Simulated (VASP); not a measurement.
RbZrBr2:

```
Rb Zr Br
1.0
     3.37053    0.00000    0.00000
     0.00000    3.37053    0.00000
     0.00000    0.00000    7.11519
Rb Zr Br
1 1 2
Cartesian
  0.0000 0.0000 3.5576
  0.0000 0.0000 0.0000
  1.6853 1.6853 1.6384
  1.6853 1.6853 5.4768
```

The cell was built by a generator and needn't be a form met in nature.

- Program: VASP 6.6.1
- Task: relaxation of cell and atoms
- Functional: PBE
- Potentials or basis: VASP PAW PBE potentials, release 64 (Rb_sv, Zr_sv, Br)
- Cutoff: 600 eV
- k mesh: 6 × 6 × 4
- Occupations: gaussian, width 0.1 eV
- Spin: no spin polarisation

At the start: pressure 17.1 GPa; volume 20.21 Å³/atom.

Where does the relaxation end?

Over 15 steps the energy falls by 331.2 meV/atom and the volume is 27.82 Å³/atom (+37.7 %); space group P4/mmm (No. 123, to 0.05 Å).

The path:
```tsv
step	energy change (eV)	largest force (eV/Å)	pressure (GPa)	volume (Å³)
1	0.0000	1.2127	17.12	80.83
2	-1.0688	0.7049	-1.37	108.79
3	-1.0772	0.7441	-0.45	105.19
4	-1.0773	0.7380	-0.59	105.73
5	-1.1391	0.6278	-0.45	105.16
6	-1.2532	0.2534	0.57	103.36
7	-1.0769	1.1099	6.01	99.46
8	-1.2673	0.0581	1.26	102.71
9	-1.2976	0.1468	-0.03	107.67
10	-1.3003	0.1775	-0.56	109.80
11	-1.3155	0.1217	-0.52	111.09
12	-1.3226	0.0493	-0.45	112.30
13	-1.3230	0.0256	-0.42	112.65
14	-1.3217	0.0737	0.59	109.51
15	-1.3248	0.0157	0.00	111.29
```

Final structure:
```
CELL_PARAMETERS angstrom
3.52885 0.00000 0.00000
0.00000 3.52885 0.00000
0.00000 0.00000 8.93675
ATOMIC_POSITIONS crystal
Rb 0.00000 0.00000 0.50000
Zr 0.00000 0.00000 0.00000
Br 0.50000 0.50000 0.18248
Br 0.50000 0.50000 0.81752
```

Caveat: the volume moved by over 15 % at a fixed basis, so the end points are rough; an odd number of electrons without spin polarisation forces a metal; a magnetic or distorted state may lie lower.
